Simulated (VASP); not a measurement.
# Ba3Pm (I4/mmm) in VASP: reference runs

Aim: a first look at Ba3Pm with PBE, on the cell as given.

Program: VASP 6.6.1. These are calculated values, not measurements. Logs are shortened: lines on timing, memory, paths and dates and some standing lists are left out, and cuts for length are marked.

**1. The structure**

It takes space group I4/mmm (No. 139, tetragonal). Conventional cell: a = 5.932 Å, b = 5.932 Å, c = 11.983 Å, α = 90.00°, β = 90.00°, γ = 90.00°. Pm (site symmetry 4/mmm) is surrounded by 12 Ba at 4.19 to 4.22 Å. Around Ba (site symmetry 4/mmm) lie 4 Pm at 4.19 Å and 8 Ba at 4.22 Å. Around Ba (site symmetry -4m2) lie 8 Ba at 4.19 to 4.22 Å and 4 Pm at 4.22 Å.

The cell comes from a database or a generator and needn't be the stable form of this composition.

**2. Single point, PBE, collinear spin, ferromagnetic start**

INCAR

```
PREC = Accurate
ENCUT = 520
EDIFF = 1E-7
ISMEAR = -1
SIGMA = 0.05
LREAL = F
LASPH = T
NELM = 120
ALGO = Normal
ISIF = 2
LWAVE = F
LCHARG = T
ISPIN = 2
MAGMOM = 4 0 0 0
LORBIT = 11
LMAXMIX = 6
GGA = PE
LELF = T
LVHAR = T
NBANDS = 34
```

KPOINTS

```
regular mesh
0
Gamma
  6 6 6
```

POSCAR

```
Ba3Pm
1.0
   -2.9658930000      2.9658930000      5.9915470000
    2.9658930000     -2.9658930000      5.9915470000
    2.9658930000      2.9658930000     -5.9915470000
Pm Ba
1 3
Direct
    0.0000000000      0.0000000000      0.0000000000
    0.5000000000      0.5000000000      0.0000000000
    0.2500000000      0.7500000000      0.5000000000
    0.7500000000      0.2500000000      0.5000000000
```

Potentials or basis: VASP PAW PBE potentials, release 64 (Pm, Ba_sv).

Run with:

```
cat potpaw_PBE.64/Pm/POTCAR potpaw_PBE.64/Ba_sv/POTCAR > POTCAR
mpirun -np 1 vasp_std > vasp.out
```

OUTCAR:

```text
PREC = Accurate
   ENCUT = 520
   EDIFF = 1E-7
   ISMEAR = -1
   LREAL = F
   LASPH = T
   NELM = 120
   ISIF = 2
   ISPIN = 2
   LORBIT = 11
   GGA = PE

 ion  position               nearest neighbor table
   1  0.000  0.000  0.000-
   2  0.500  0.500  0.000-   3 4.22   4 4.22   3 4.22   4 4.22   3 4.22   4 4.22   3 4.22   4 4.22

   3  0.250  0.750  0.500-   4 4.19   4 4.19   4 4.19   4 4.19   2 4.22   2 4.22   2 4.22   2 4.22

   4  0.750  0.250  0.500-   3 4.19   3 4.19   3 4.19   3 4.19   2 4.22   2 4.22   2 4.22   2 4.22

  LATTYP: Found a body centered tetragonal cell.
 ALAT       =     5.9317860000
 C/A-ratio  =     2.0201494120

  Lattice vectors:

 A1 = (  -2.9658930000,   2.9658930000,   5.9915470000)
 A2 = (   2.9658930000,  -2.9658930000,   5.9915470000)
 A3 = (   2.9658930000,   2.9658930000,  -5.9915470000)

Analysis of symmetry for initial positions (statically):
=====================================================================
 Subroutine PRICEL returns:
 Original cell was already a primitive cell.

 Routine SETGRP: Setting up the symmetry group for a
 body centered tetragonal supercell.

 Subroutine GETGRP returns: Found 16 space group operations
 (whereof 16 operations were pure point group operations)
 out of a pool of 16 trial point group operations.

The static configuration has the point symmetry D_4h.

Analysis of symmetry for dynamics (positions and initial velocities):
=====================================================================
 Subroutine PRICEL returns:
 Original cell was already a primitive cell.

 Routine SETGRP: Setting up the symmetry group for a
 body centered tetragonal supercell.

 Subroutine GETGRP returns: Found 16 space group operations
 (whereof 16 operations were pure point group operations)
 out of a pool of 16 trial point group operations.

The dynamic configuration has the point symmetry D_4h.

Analysis of structural, dynamic, and magnetic symmetry:
=====================================================================
 Subroutine PRICEL returns:
 Original cell was already a primitive cell.

 Routine SETGRP: Setting up the symmetry group for a
 body centered tetragonal supercell.

 Subroutine GETGRP returns: Found 16 space group operations
 (whereof 16 operations were pure point group operations)
 out of a pool of 16 trial point group operations.

The overall configuration has the point symmetry D_4h.

 Subroutine INISYM returns: Found 16 space group operations
 (whereof 16 operations are pure point group operations),
 and found     1 'primitive' translations

----------------------------------------------------------------------------------------

                                     Primitive cell

  volume of cell :     210.8191

  direct lattice vectors                    reciprocal lattice vectors
    -2.965893000  2.965893000  5.991547000     0.000000000  0.168583290  0.083450902
     2.965893000 -2.965893000  5.991547000     0.168583290  0.000000000  0.083450902
     2.965893000  2.965893000 -5.991547000     0.168583290  0.168583290  0.000000000

  length of vectors
     7.313800519  7.313800519  7.313800519     0.188107360  0.188107360  0.238412775

  position of ions in fractional coordinates (direct lattice)
     0.000000000  0.000000000  0.000000000
     0.500000000  0.500000000  0.000000000
     0.250000000  0.750000000  0.500000000
     0.750000000  0.250000000  0.500000000

  ion indices of the primitive-cell ions
   primitive index   ion index
                 1           1
                 2           2
                 3           3
                 4           4

----------------------------------------------------------------------------------------

 KPOINTS: regular mesh

Automatic generation of k-mesh.
 Grid dimensions read from file:
 generate k-points for:    6    6    6

 Generating k-lattice:

  Cartesian coordinates                     Fractional coordinates (reciprocal lattice)
     0.000000000  0.028097215  0.013908484     0.166666667  0.000000000 -0.000000000
     0.028097215  0.000000000  0.013908484     0.000000000  0.166666667 -0.000000000
     0.028097215  0.028097215  0.000000000     0.000000000  0.000000000  0.166666667

  Length of vectors
     0.031351227  0.031351227  0.039735463

  Shift w.r.t. Gamma in fractional coordinates (k-lattice)
     0.000000000  0.000000000  0.000000000

 Subroutine IBZKPT returns following result:
 ===========================================

 Found     30 irreducible k-points:

 Following reciprocal coordinates:
            Coordinates               Weight
  0.000000  0.000000  0.000000      1.000000
  0.166667  0.000000  0.000000      8.000000
  0.333333  0.000000  0.000000      8.000000
  0.500000 -0.000000  0.000000      4.000000
  0.166667  0.166667  0.000000      8.000000
  0.333333  0.166667  0.000000     16.000000
[... 16 lines left out ...]
 -0.333333 -0.333333  0.166667      8.000000
 -0.166667 -0.333333  0.166667      8.000000
 [... further k-points ...]
   k-points           NKPTS =     30   k-points in BZ     NKDIM =     30   number of bands    NBANDS=     34
   number of dos      NEDOS =    301   number of ions     NIONS =      4
   total plane-waves  NPLWV = 157464
   dimension x,y,z NGX =    54 NGY =   54 NGZ =   54
   dimension x,y,z NGXF=   108 NGYF=  108 NGZF=  108
   ions per type =               1   3
   NGX,Y,Z   is equivalent  to a cutoff of  12.27, 12.27, 12.27 a.u.
   NGXF,Y,Z  is equivalent  to a cutoff of  24.55, 24.55, 24.55 a.u.
 SYSTEM =  unknown system
   PREC   = accura    normal or accurate (medium, high low for compatibility)
   ISTART =      0    job   : 0-new  1-cont  2-samecut
   ICHARG =      2    charge: 1-file 2-atom 10-const
   ISPIN  =      2    spin polarized calculation?
   LNONCOLLINEAR =      F non collinear calculations
   LSORBIT =      F    spin-orbit coupling
   LASPH  =      T    aspherical Exc in radial PAW
   ENCUT  =  520.0 eV  38.22 Ry    6.18 a.u.  13.60 13.60 13.60*2*pi/ulx,y,z
   NELM   =    120;   NELMIN=  2; NELMDL= -5     # of ELM steps
   EDIFF  = 0.1E-06   stopping-criterion for ELM
   LREAL  =      F    real-space projection
   EDIFFG = 0.1E-05   stopping-criterion for IOM
   NSW    =      0    number of steps for IOM
   IBRION =     -1    ionic relax: 0-MD 1-quasi-New 2-CG
   NFREE  =      0    steps in history (QN), initial steepest desc. (CG)
   ISIF   =      2    stress and relaxation
   ISYM   =      2    0-nonsym 1-usesym 2-fastsym
   POTIM  = 0.5000    time-step for ionic-motion
   TEBEG  =    0.0;   TEEND  =   0.0 temperature during run
   PSTRESS=    0.0 pullay stress
   NELECT =      45.0000    total number of electrons
   NUPDOWN=      -1.0000    fix difference up-down
   EMIN   =  10.00;   EMAX   =-10.00  energy-range for DOS
   EFERMI =   0.00;   METHOD = LEGACY
   ISMEAR =    -1;   SIGMA  =   0.05  broadening in eV -4-tet -1-fermi 0-gaus
   EFERMI_NEDOS =   21; number of points for ismear=-14 and -15
   IALGO  =     38    algorithm
   IMIX   =      4    mixing-type and parameters
     AMIX     =   0.40;   BMIX     =  1.00
     AMIX_MAG =   1.60;   BMIX_MAG =  1.00
  volume/ion in A,a.u.               =      52.70       355.67
  Fermi-wavevector in a.u.,A,eV,Ry     =   0.978383  1.848876 13.023958  0.957234
  Thomas-Fermi vector in A             =   2.109155
   LORBIT       =     11    0 simple, 1 ext, 2 COOP (PROOUT), +10 PAW based schemes
   GGA     = PE    functional components
   LHFCALC =     F    Hartree Fock is set to
   AEXX    =    0.0000 exact exchange contribution
   IVDW    =     0    specifies the selected vdW correction
   LEPSILON=     F    determine dielectric tensor
   LRPA    =     F    only Hartree local field effects (RPA)
 spin polarized calculation
  energy-cutoff  :      520.00
  volume of cell :      210.82
 maximum number of plane-waves:      5696
   NGX = 27   NGY = 27   NGZ = 27

 number of electron      45.0000001 magnetization       5.7108561

 Free energy of the ion-electron system (eV)
  ---------------------------------------------------
  ext. energy  EPLUGINS =         0.00000000
  ---------------------------------------------------
  free energy    TOTEN  =       -12.75571359 eV

  energy without entropy =      -12.51628467  energy(sigma->0) =      -12.63599913

 E-fermi :   2.5591     XC(G=0):  -8.0139

 val. band max:        2.5574596981   @ k =  -0.3333   0.5000   0.3333
 cond. band min:       2.5600078978   @ k =  -0.3333  -0.3333   0.1667
 fundamental gap:      0.0025481998
 Fermi energy:         2.5591319458

 spin component 1

 k-point     1 :       0.0000    0.0000    0.0000
  band No.  band energies     occupation
      1     -36.3919      1.00000
      2     -26.0246      1.00000
      3     -25.9432      1.00000
      4     -25.9305      1.00000
      5     -16.8780      1.00000
      6     -16.8780      1.00000
[... 26 lines left out ...]
     33       4.2755      0.00000
     34       4.3720      0.00000

 k-point     2 :       0.1667    0.0000    0.0000
  band No.  band energies     occupation
      1     -36.3919      1.00000
      2     -26.0184      1.00000
      3     -25.9454      1.00000
      4     -25.9345      1.00000
      5     -16.8783      1.00000
      6     -16.8778      1.00000
[... 26 lines left out ...]
     33       4.0885      0.00000
     34       4.4370      0.00000

 k-point     3 :       0.3333    0.0000    0.0000
  band No.  band energies     occupation
      1     -36.3919      1.00000
      2     -26.0028      1.00000
      3     -25.9521      1.00000
      4     -25.9435      1.00000
      5     -16.8790      1.00000
      6     -16.8773      1.00000
[... 26 lines left out ...]
     33       3.6146      0.00000
     34       3.7101      0.00000
[... 704 lines left out ...]
 k-point    23 :      -0.3333   -0.3333    0.1667
  band No.  band energies     occupation
      1     -36.3919      1.00000
      2     -25.9980      1.00000
      3     -25.9625      1.00000
      4     -25.9382      1.00000
      5     -16.8789      1.00000
      6     -16.8781      1.00000
[... 26 lines left out ...]
     33       3.9681      0.00000
     34       4.1378      0.00000

 k-point    24 :      -0.1667   -0.3333    0.1667
  band No.  band energies     occupation
      1     -36.3919      1.00000
      2     -26.0090      1.00000
      3     -25.9551      1.00000
      4     -25.9345      1.00000
      5     -16.8785      1.00000
      6     -16.8779      1.00000
[... 26 lines left out ...]
     33       3.9876      0.00000
     34       4.1161      0.00000

 [... further k-points ...]

 spin component 2

 k-point     1 :       0.0000    0.0000    0.0000
  band No.  band energies     occupation
      1     -34.1549      1.00000
      2     -25.9962      1.00000
      3     -25.9158      1.00000
      4     -25.9031      1.00000
      5     -15.2483      1.00000
      6     -15.2483      1.00000
[... 26 lines left out ...]
     33       5.8157      0.00000
     34       5.8454      0.00000

 k-point     2 :       0.1667    0.0000    0.0000
  band No.  band energies     occupation
      1     -34.1549      1.00000
      2     -25.9901      1.00000
      3     -25.9180      1.00000
      4     -25.9071      1.00000
      5     -15.2489      1.00000
      6     -15.2479      1.00000
[... 26 lines left out ...]
     33       5.8067      0.00000
     34       5.8340      0.00000

 k-point     3 :       0.3333    0.0000    0.0000
  band No.  band energies     occupation
      1     -34.1549      1.00000
      2     -25.9747      1.00000
      3     -25.9246      1.00000
      4     -25.9160      1.00000
      5     -15.2500      1.00000
      6     -15.2471      1.00000
[... 26 lines left out ...]
     33       5.7059      0.00000
     34       5.7881      0.00000
[... 704 lines left out ...]
 k-point    23 :      -0.3333   -0.3333    0.1667
  band No.  band energies     occupation
      1     -34.1549      1.00000
      2     -25.9698      1.00000
      3     -25.9349      1.00000
      4     -25.9107      1.00000
      5     -15.2501      1.00000
      6     -15.2484      1.00000
[... 26 lines left out ...]
     33       5.8002      0.00000
     34       5.8511      0.00000

 k-point    24 :      -0.1667   -0.3333    0.1667
  band No.  band energies     occupation
      1     -34.1549      1.00000
      2     -25.9807      1.00000
      3     -25.9276      1.00000
      4     -25.9071      1.00000
      5     -15.2493      1.00000
      6     -15.2483      1.00000
[... 26 lines left out ...]
     33       5.8097      0.00000
     34       5.8486      0.00000

 [... further k-points ...]
[... 5 lines left out ...]
  --------------------------------------------------------------------------------------
  -------------------------------------------------------------------------------------
  Total        1.1553123      1.1553123      1.1241781      0.0000000     -0.0000000      0.0000000
  in kB        8.7801117      8.7801117      8.5434988      0.0000000     -0.0000000      0.0000000
  external PRESSURE =       8.7012408 kB  Pullay stress =       0.0000000 kB

 VOLUME and BASIS-vectors are now :
 -----------------------------------------------------------------------------
  energy-cutoff  :      520.00
  volume of cell :      210.82
      direct lattice vectors                 reciprocal lattice vectors
    -2.965893000  2.965893000  5.991547000     0.000000000  0.168583290  0.083450902
     2.965893000 -2.965893000  5.991547000     0.168583290  0.000000000  0.083450902
     2.965893000  2.965893000 -5.991547000     0.168583290  0.168583290  0.000000000

 POSITION                                       TOTAL-FORCE (eV/Angst)
 -----------------------------------------------------------------------------------
      0.00000      0.00000      0.00000        -0.000000     -0.000000      0.000000
      0.00000      0.00000      5.99155        -0.000000     -0.000000      0.000000
      2.96589     -0.00000      2.99577         0.000000     -0.000000     -0.000000
     -0.00000      2.96589      2.99577         0.000000      0.000000     -0.000000
 -----------------------------------------------------------------------------------
    total drift:                               -0.000000      0.000000      0.000000

  FREE ENERGIE OF THE ION-ELECTRON SYSTEM (eV)
  ---------------------------------------------------
  free  energy   TOTEN  =       -12.7557135877 eV

  energy  without entropy=      -12.5162846720  energy(sigma->0) =      -12.63599913

 total charge

# of ion       s       p       d       f       tot
--------------------------------------------------
    1        2.050   5.489   0.291   4.568  12.399
    2        2.074   5.531   0.348   0.000   7.953
    3        2.074   5.531   0.348   0.000   7.954
    4        2.074   5.531   0.348   0.000   7.954
--------------------------------------------------
tot          8.273  22.082   1.335   4.568  36.259

 magnetization (x)

# of ion       s       p       d       f       tot
--------------------------------------------------
    1       -0.006   0.011   0.116   4.565   4.686
    2        0.001   0.003   0.056   0.000   0.060
    3        0.002   0.003   0.055   0.000   0.059
    4        0.002   0.003   0.055   0.000   0.059
--------------------------------------------------
tot         -0.002   0.021   0.281   4.565   4.865
```

Run time: 45 min. Hardware: 1 thread of AMD EPYC 7R13 (Zen 3), shared host; peak memory 0.71 GiB.

Results:

| Property | Result |
| --- | --- |
| Free energy | -12.7557 eV |
| Pressure | 0.9 GPa |
| Band gap on the k mesh | none (metal or under the smearing width) |
| Net moment | 5.71 μB per cell |
| Site moments | Pm +4.69; Ba +0.06 μB |
| Valence electrons inside the program's atomic spheres | Pm 12.40; Ba 7.95 |

Levels at points of the mesh, in eV from the Fermi level:
Spin up:
```csv
k point,band 23,band 24,band 25,band 26,band 27,band 28,band 29,band 30,band 31,band 32
"(0.00, 0.00, 0.00)",-0.06,-0.06,-0.04,-0.03,-0.03,0.04,0.63,0.63,0.65,0.65
"(0.50, 0.00, 0.00)",-0.05,-0.04,-0.04,0.04,0.10,0.12,0.40,0.42,0.48,0.70
"(0.50, 0.50, 0.00)",-0.04,-0.04,-0.04,-0.02,-0.02,0.57,0.60,0.74,0.99,1.15
"(0.50, 0.50, 0.50)",-0.12,-0.05,-0.05,-0.05,-0.04,-0.02,-0.02,0.24,0.59,1.56
```
Spin down:
| k point | band 17 | band 18 | band 19 | band 20 | band 21 | band 22 | band 23 | band 24 |
| --- | --- | --- | --- | --- | --- | --- | --- | --- |
| (0.00, 0.00, 0.00) | -2.89 | -0.95 | -0.24 | -0.11 | 0.04 | 0.88 | 0.88 | 1.12 |
| (0.50, 0.00, 0.00) | -1.20 | -1.09 | 0.07 | 0.30 | 0.45 | 0.56 | 0.70 | 0.90 |
| (0.50, 0.50, 0.00) | -1.11 | -0.80 | -0.36 | -0.31 | 0.83 | 0.96 | 1.05 | 1.07 |
| (0.50, 0.50, 0.50) | -1.56 | -1.42 | -1.00 | -0.83 | -0.13 | -0.13 | 0.64 | 0.76 |

Caveat: the magnetic or orbital state may not be the lowest; spin-orbit coupling is left out, which moves the levels of the heavy elements; without U or exact exchange the open f shell lies at the Fermi level, which spoils levels, moments and volumes.
